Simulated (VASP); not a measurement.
# ZnCd3Se3S (P4/mmm) in VASP: relaxation of cell and atoms with PBE

Aim: the relaxation of cell and atoms of ZnCd3Se3S with PBE.

Program: VASP 6.6.1. These are calculated values, not measurements. Logs are shortened: lines on timing, memory, paths and dates and some standing lists are left out, and cuts for length are marked.

## Step 1: The structure

The structure is tetragonal, space group P4/mmm (No. 123). The conventional cell has a = 3.665 Å, b = 3.665 Å, c = 11.752 Å, α = 90.00°, β = 90.00°, γ = 90.00°. Zn (site symmetry 4/mmm) has 4 S at 2.59 Å as nearest neighbours. Around Cd (site symmetry 4mm) lie 5 Se at 2.59 to 2.69 Å. Cd (site symmetry 4/mmm) is surrounded by 6 Se at 2.59 to 2.72 Å. Around Se (site symmetry 4mm) lie 5 Cd at 2.59 to 2.72 Å. Around Se (site symmetry 4/mmm) lie 6 Cd at 2.59 to 2.69 Å. S (site symmetry 4/mmm) has 4 Zn at 2.59 Å as nearest neighbours.

The cell was built by a generator and needn't be a form met in nature.

## Step 2: Relaxation of cell and atoms, PBE

The input, INCAR:

```
SYSTEM = ZnCd3Se3S
PREC     = Normal         ! precision mode
ENCUT    = 520            ! plane-wave cutoff, eV
EDIFF    = 1E-4           ! SCF threshold, eV
ISMEAR   = 0              ! smearing method
SIGMA    = 0.15           ! smearing width, eV
LREAL    = .FALSE.        ! projectors in reciprocal space
LASPH    = .TRUE.         ! aspherical terms in the spheres
NELM     = 60             ! most SCF steps
ALGO     = Fast           ! electronic algorithm
ISIF     = 3              ! what is computed and relaxed
LWAVE    = .FALSE.        ! write WAVECAR
LCHARG   = .FALSE.        ! write CHGCAR
GGA      = PE             ! functional
IBRION   = 2              ! ionic algorithm
NSW      = 24             ! ionic steps
EDIFFG   = -0.08          ! ionic threshold
```

The input, KPOINTS:

```
regular mesh
0
G
  4 4 2
  0 0 0
```

The input, POSCAR:

```
ZnCd3Se3S
1.0
    3.6653590400      0.0000000000      0.0000000000
    0.0000000000      3.6653590400      0.0000000000
    0.0000000000      0.0000000000     11.7517682400
Zn Cd Se S
1 3 3 1
Direct
    0.0000000000      0.0000000000      0.0000000000
    0.0000000000      0.0000000000      0.2711060000
    0.5000000000      0.5000000000      0.5000000000
    0.0000000000      0.0000000000      0.7288940000
    0.5000000000      0.5000000000      0.2681739900
    0.0000000000      0.0000000000      0.5000000000
    0.5000000000      0.5000000000      0.7318260100
    0.5000000000      0.5000000000      0.0000000000
```

Potentials or basis: VASP PAW PBE potentials, release 64 (Zn, Cd, Se, S).

Launch:

```console
$ cat potpaw_PBE.64/Zn/POTCAR potpaw_PBE.64/Cd/POTCAR potpaw_PBE.64/Se/POTCAR potpaw_PBE.64/S/POTCAR > POTCAR
$ mpirun -np 1 vasp_std > vasp.out
```

OUTCAR:

```text
SYSTEM = ZnCd3Se3S
   PREC = Normal
   ENCUT = 520
   EDIFF = 1E-4
   ISMEAR = 0
   LREAL = .FALSE.
   LASPH = .TRUE.
   NELM = 60
   ISIF = 3
   GGA = PE
   IBRION = 2
   NSW = 24
   EDIFFG = -0.08

 ion  position               nearest neighbor table
   1  0.000  0.000  0.000-   8 2.59   8 2.59   8 2.59   8 2.59   2 3.19   4 3.19
   2  0.000  0.000  0.271-   5 2.59   5 2.59   5 2.59   5 2.59   6 2.69   1 3.19   3 3.74   3 3.74
                             3 3.74   3 3.74
   3  0.500  0.500  0.500-   6 2.59   6 2.59   6 2.59   6 2.59   7 2.72   5 2.72   4 3.74   4 3.74
                             2 3.74   4 3.74   2 3.74   2 3.74   4 3.74   2 3.74
   4  0.000  0.000  0.729-   7 2.59   7 2.59   7 2.59   7 2.59   6 2.69   1 3.19   3 3.74   3 3.74
                             3 3.74   3 3.74
   5  0.500  0.500  0.268-   2 2.59   2 2.59   2 2.59   2 2.59   3 2.72
   6  0.000  0.000  0.500-   3 2.59   3 2.59   3 2.59   3 2.59   4 2.69   2 2.69
   7  0.500  0.500  0.732-   4 2.59   4 2.59   4 2.59   4 2.59   3 2.72
   8  0.500  0.500  0.000-   1 2.59   1 2.59   1 2.59   1 2.59

  LATTYP: Found a simple tetragonal cell.
 ALAT       =     3.6653590400
 C/A-ratio  =     3.2061711040

  Lattice vectors:

 A1 = (   3.6653590400,   0.0000000000,   0.0000000000)
 A2 = (   0.0000000000,   3.6653590400,   0.0000000000)
 A3 = (   0.0000000000,   0.0000000000,  11.7517682400)

Analysis of symmetry for initial positions (statically):
=====================================================================
 Subroutine PRICEL returns:
 Original cell was already a primitive cell.

 Routine SETGRP: Setting up the symmetry group for a
 simple tetragonal supercell.

 Subroutine GETGRP returns: Found 16 space group operations
 (whereof 16 operations were pure point group operations)
 out of a pool of 16 trial point group operations.

The static configuration has the point symmetry D_4h.

Analysis of symmetry for dynamics (positions and initial velocities):
=====================================================================
 Subroutine PRICEL returns:
 Original cell was already a primitive cell.

 Routine SETGRP: Setting up the symmetry group for a
 simple tetragonal supercell.

 Subroutine GETGRP returns: Found 16 space group operations
 (whereof 16 operations were pure point group operations)
 out of a pool of 16 trial point group operations.

The dynamic configuration has the point symmetry D_4h.

 Subroutine INISYM returns: Found 16 space group operations
 (whereof 16 operations are pure point group operations),
 and found     1 'primitive' translations

----------------------------------------------------------------------------------------

                                     Primitive cell

  volume of cell :     157.8833

  direct lattice vectors                    reciprocal lattice vectors
     3.665359040  0.000000000  0.000000000     0.272824569  0.000000000  0.000000000
     0.000000000  3.665359040  0.000000000     0.000000000  0.272824569  0.000000000
     0.000000000  0.000000000 11.751768240     0.000000000  0.000000000  0.085093577

  length of vectors
     3.665359040  3.665359040 11.751768240     0.272824569  0.272824569  0.085093577

  position of ions in fractional coordinates (direct lattice)
     0.000000000  0.000000000  0.000000000
     0.000000000  0.000000000  0.271106000
     0.500000000  0.500000000  0.500000000
     0.000000000  0.000000000  0.728894000
     0.500000000  0.500000000  0.268173990
     0.000000000  0.000000000  0.500000000
     0.500000000  0.500000000  0.731826010
     0.500000000  0.500000000  0.000000000

  ion indices of the primitive-cell ions
   primitive index   ion index
                 1           1
                 2           2
                 3           3
                 4           4
                 5           5
                 6           6
                 7           7
                 8           8

----------------------------------------------------------------------------------------

 KPOINTS: regular mesh

Automatic generation of k-mesh.
 Grid dimensions read from file:
 generate k-points for:    4    4    2

 Generating k-lattice:

  Cartesian coordinates                     Fractional coordinates (reciprocal lattice)
     0.068206142  0.000000000  0.000000000     0.250000000  0.000000000  0.000000000
     0.000000000  0.068206142  0.000000000     0.000000000  0.250000000  0.000000000
     0.000000000  0.000000000  0.042546789     0.000000000  0.000000000  0.500000000

  Length of vectors
     0.068206142  0.068206142  0.042546789

  Shift w.r.t. Gamma in fractional coordinates (k-lattice)
     0.000000000  0.000000000  0.000000000

 Subroutine IBZKPT returns following result:
 ===========================================

 Found     12 irreducible k-points:

 Following reciprocal coordinates:
            Coordinates               Weight
  0.000000  0.000000  0.000000      1.000000
  0.250000  0.000000  0.000000      4.000000
  0.500000  0.000000  0.000000      2.000000
  0.250000  0.250000  0.000000      4.000000
  0.500000  0.250000  0.000000      4.000000
  0.500000  0.500000  0.000000      1.000000
  0.000000  0.000000  0.500000      1.000000
  0.250000  0.000000  0.500000      4.000000
  0.500000  0.000000  0.500000      2.000000
  0.250000  0.250000  0.500000      4.000000
  0.500000  0.250000  0.500000      4.000000
  0.500000  0.500000  0.500000      1.000000
   k-points           NKPTS =     12   k-points in BZ     NKDIM =     12   number of bands    NBANDS=     43
   number of dos      NEDOS =    301   number of ions     NIONS =      8
   total plane-waves  NPLWV =  28000
   dimension x,y,z NGX =    20 NGY =   20 NGZ =   70
   dimension x,y,z NGXF=    40 NGYF=   40 NGZF=  140
   ions per type =               1   3   3   1
   NGX,Y,Z   is equivalent  to a cutoff of   9.07,  9.07,  9.90 a.u.
   NGXF,Y,Z  is equivalent  to a cutoff of  18.14, 18.14, 19.81 a.u.
 SYSTEM =  ZnCd3Se3S
   PREC   = normal    normal or accurate (medium, high low for compatibility)
   ISTART =      0    job   : 0-new  1-cont  2-samecut
   ICHARG =      2    charge: 1-file 2-atom 10-const
   ISPIN  =      1    spin polarized calculation?
   LNONCOLLINEAR =      F non collinear calculations
   LSORBIT =      F    spin-orbit coupling
   LASPH  =      T    aspherical Exc in radial PAW
   ENCUT  =  520.0 eV  38.22 Ry    6.18 a.u.   6.82  6.82 21.85*2*pi/ulx,y,z
   NELM   =     60;   NELMIN=  2; NELMDL= -5     # of ELM steps
   EDIFF  = 0.1E-03   stopping-criterion for ELM
   LREAL  =      F    real-space projection
   EDIFFG = -.8E-01   stopping-criterion for IOM
   NSW    =     24    number of steps for IOM
   IBRION =      2    ionic relax: 0-MD 1-quasi-New 2-CG
   NFREE  =      1    steps in history (QN), initial steepest desc. (CG)
   ISIF   =      3    stress and relaxation
   ISYM   =      2    0-nonsym 1-usesym 2-fastsym
   POTIM  = 0.5000    time-step for ionic-motion
   TEBEG  =    0.0;   TEEND  =   0.0 temperature during run
   PSTRESS=    0.0 pullay stress
   NELECT =      72.0000    total number of electrons
   NUPDOWN=      -1.0000    fix difference up-down
   EMIN   =  10.00;   EMAX   =-10.00  energy-range for DOS
   EFERMI =   0.00;   METHOD = LEGACY
   ISMEAR =     0;   SIGMA  =   0.15  broadening in eV -4-tet -1-fermi 0-gaus
   EFERMI_NEDOS =   21; number of points for ismear=-14 and -15
   IALGO  =     68    algorithm
   IMIX   =      4    mixing-type and parameters
     AMIX     =   0.40;   BMIX     =  1.00
     AMIX_MAG =   1.60;   BMIX_MAG =  1.00
  volume/ion in A,a.u.               =      19.74       133.18
  Fermi-wavevector in a.u.,A,eV,Ry     =   1.260106  2.381254 21.604227  1.587866
  Thomas-Fermi vector in A             =   2.393632
   LORBIT       =      0    0 simple, 1 ext, 2 COOP (PROOUT), +10 PAW based schemes
   GGA     = PE    functional components
   LHFCALC =     F    Hartree Fock is set to
   AEXX    =    0.0000 exact exchange contribution
   IVDW    =     0    specifies the selected vdW correction
   LEPSILON=     F    determine dielectric tensor
   LRPA    =     F    only Hartree local field effects (RPA)
 conjugate gradient relaxation of ions
 non-spin polarized calculation
 RMM-DIIS sequential band-by-band and
 Gauss-broadening in eV      SIGMA  =   0.15
  energy-cutoff  :      520.00
  volume of cell :      157.88
 maximum number of plane-waves:      4270
   NGX = 13   NGY = 13   NGZ = 43

--------------------------------------- Ionic step        1  -------------------------------------------

 number of electron      71.9999999 magnetization

 Free energy of the ion-electron system (eV)
  ---------------------------------------------------
  ext. energy  EPLUGINS =         0.00000000
  ---------------------------------------------------
  free energy    TOTEN  =       -17.95940784 eV

  energy without entropy =      -17.90669922  energy(sigma->0) =      -17.93305353

 E-fermi :   4.1386     XC(G=0): -10.6224

 val. band max:        4.1261831901   @ k =   0.5000   0.0000   0.0000
 cond. band min:       4.1726804210   @ k =   0.5000   0.2500   0.5000
 fundamental gap:      0.0464972309
 Fermi energy:         4.1386486295

 k-point     1 :       0.0000    0.0000    0.0000
  band No.  band energies     occupation
      1     -10.7766      2.00000
      2     -10.2265      2.00000
      3      -9.9060      2.00000
      4      -8.6422      2.00000
      5      -5.1406      2.00000
      6      -5.1173      2.00000
[... 660 lines left out ...]
  FREE ENERGIE OF THE ION-ELECTRON SYSTEM (eV)
  ---------------------------------------------------
  free  energy   TOTEN  =       -19.4458689269 eV

  energy  without entropy=      -19.3862768068  energy(sigma->0) =      -19.41607287

[... ionic steps 4 to 12 ...]

--------------------------------------- Ionic step       13  -------------------------------------------

 number of electron      71.9999703 magnetization

------------------------ aborting loop because EDIFF is reached ----------------------------------------

  FORCE on cell =-STRESS in cart. coord.  units (eV):
  Direction    XX          YY          ZZ          XY          YZ          ZX
  --------------------------------------------------------------------------------------
  -------------------------------------------------------------------------------------
  Total       -0.4517362     -0.4517362      0.7752987      0.0000000     -0.0000000      0.0000000
  in kB       -3.5033361     -3.5033361      6.0126504      0.0000000     -0.0000000      0.0000000
  external PRESSURE =      -0.3313406 kB  Pullay stress =       0.0000000 kB
[... 69 lines left out ...]
  energy  without entropy=      -19.6654819320  energy(sigma->0) =      -19.68776148

--------------------------------------- Ionic step       15  -------------------------------------------

 number of electron      71.9999767 magnetization

 Free energy of the ion-electron system (eV)
  ---------------------------------------------------
  ext. energy  EPLUGINS =         0.00000000
  ---------------------------------------------------
  free energy    TOTEN  =       -19.71683789 eV

  energy without entropy =      -19.67210204  energy(sigma->0) =      -19.69446997

 E-fermi :   1.5330     XC(G=0):  -9.1572

 val. band max:        1.5278332045   @ k =   0.5000   0.0000   0.5000
 cond. band min:       1.5668009046   @ k =   0.5000   0.0000   0.0000
 fundamental gap:      0.0389677002
 Fermi energy:         1.5330051749

 k-point     1 :       0.0000    0.0000    0.0000
  band No.  band energies     occupation
      1     -11.9071      2.00000
      2     -11.4634      2.00000
      3     -11.3081      2.00000
      4      -9.9605      2.00000
      5      -6.9641      2.00000
      6      -6.9521      2.00000
[... 576 lines left out ...]
  FREE ENERGIE OF THE ION-ELECTRON SYSTEM (eV)
  ---------------------------------------------------
  free  energy   TOTEN  =       -19.7168378929 eV

  energy  without entropy=      -19.6721020450  energy(sigma->0) =      -19.69446997

 reached required accuracy - stopping structural energy minimisation
```

Wall time 6.3 min (1 thread of AMD EPYC 7R13 (Zen 3), shared host); peak memory 0.2 GiB.

Results:

| Property | Result |
| --- | --- |
| Free energy | -19.7168 eV |
| Relaxed volume | 26.01 Å³/atom |
| Relaxed cell | a = 3.870 Å, b = 3.870 Å, c = 13.892 Å, α = 90.00°, β = 90.00°, γ = 90.00° |
| Space group after relaxing (to 0.05 Å) | P4/mmm (No. 123) |
| Energy gained by relaxing | 219.7 meV/atom |
| Ionic steps | 15 |
| Pressure after relaxing | -0.1 GPa |
| Largest force after relaxing | 0.039 eV/Å |
| Band gap on the k mesh | none (metal or under the smearing width) |

Forces in eV/Å, atoms in the order of the input:
```
Zn   0.000  0.000  0.000
Cd   0.000  0.000  0.039
Cd   0.000  0.000  0.000
Cd   0.000  0.000 -0.039
Se   0.000  0.000  0.032
Se   0.000  0.000  0.000
Se   0.000  0.000 -0.032
S    0.000  0.000  0.000
```

The path:
| step | energy change (eV) | largest force (eV/Å) | pressure (GPa) | volume (Å³) |
| --- | --- | --- | --- | --- |
| 1 | 0.0000 | 0.5400 | 17.11 | 157.88 |
| 2 | -1.1387 | 0.3747 | -4.39 | 211.02 |
| 3 | -1.4865 | 0.1472 | 0.13 | 189.95 |
| 4 | -1.4856 | 0.1365 | 0.47 | 189.27 |
| 5 | -1.5056 | 0.1854 | 0.51 | 190.11 |
| 6 | -1.5567 | 0.2818 | 0.44 | 192.57 |
| 7 | -1.5942 | 0.2924 | 0.81 | 197.08 |
| 8 | -1.6115 | 0.3032 | 0.16 | 200.38 |
| 9 | -1.6182 | 0.3140 | -0.49 | 203.95 |
| 10 | -1.6373 | 0.2738 | -0.43 | 203.81 |
| 11 | -1.6872 | 0.2416 | -0.09 | 203.38 |
| 12 | -1.7379 | 0.0265 | 0.80 | 202.52 |
| 13 | -1.7506 | 0.0226 | -0.03 | 206.59 |
| 14 | -1.7506 | 0.0203 | 0.02 | 206.73 |
| 15 | -1.7574 | 0.0388 | -0.11 | 208.11 |

Final structure:
```
CELL_PARAMETERS angstrom
3.87045 0.00000 0.00000
0.00000 3.87045 0.00000
0.00000 0.00000 13.89210
ATOMIC_POSITIONS crystal
Zn 0.00000 0.00000 0.00000
Cd 0.00000 0.00000 0.29524
Cd 0.50000 0.50000 0.50000
Cd 0.00000 0.00000 0.70476
Se 0.50000 0.50000 0.28348
Se 0.00000 0.00000 0.50000
Se 0.50000 0.50000 0.71652
S 0.50000 0.50000 0.00000
```

Caveat: the k mesh is coarse (spacing up to 0.43 Å⁻¹), so the values aren't converged; the volume moved by over 15 % at a fixed basis, so the end points are rough; the relaxation stopped at a loose force limit of 0.08 eV/Å, so its end isn't a converged minimum.
